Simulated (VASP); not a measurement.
# HfSb₄Mo (space group Cm): computed properties

Computed with PBEsol GGA, VASP's PBE PAW potentials (set 64) (plane waves; VASP).

```
Quantity                                                                                             Value
----------------------------------  ----------------------------------------------------------------------
space group                                                                                         Cm (8)
cell                                a = 10.2667 Å, b = 3.6078 Å, c = 8.3444 Å, α = γ = 90.00°, β = 119.67°
volume per atom                                                                              22.38 Å³/atom
band gap (over mesh and band path)                                none (metal, semimetal or under 0.01 eV)
density                                                                                         9.42 g/cm³
```

```
CELL_PARAMETERS angstrom
      5.13333    -1.80392     0.01020
      5.13333     1.80392     0.01020
     -4.14513     0.00000     7.24206
ATOMIC_POSITIONS crystal
  Hf 0.15064 0.15064 0.18953
  Sb 0.85940 0.85940 0.47626
  Sb 0.15631 0.15631 0.54642
  Sb 0.39608 0.39608 0.09839
  Sb 0.59059 0.59059 0.88016
  Mo 0.84802 0.84802 0.80924
```

Unless said otherwise, spin-orbit coupling is left out, though it shifts the bands of the heavy elements here.

The structure comes from a computed database's HfSb4Mo entry (Cm); how it stands against other phases isn't given here. It was relaxed first. Symmetry was kept, so distortions that lower it aren't found.
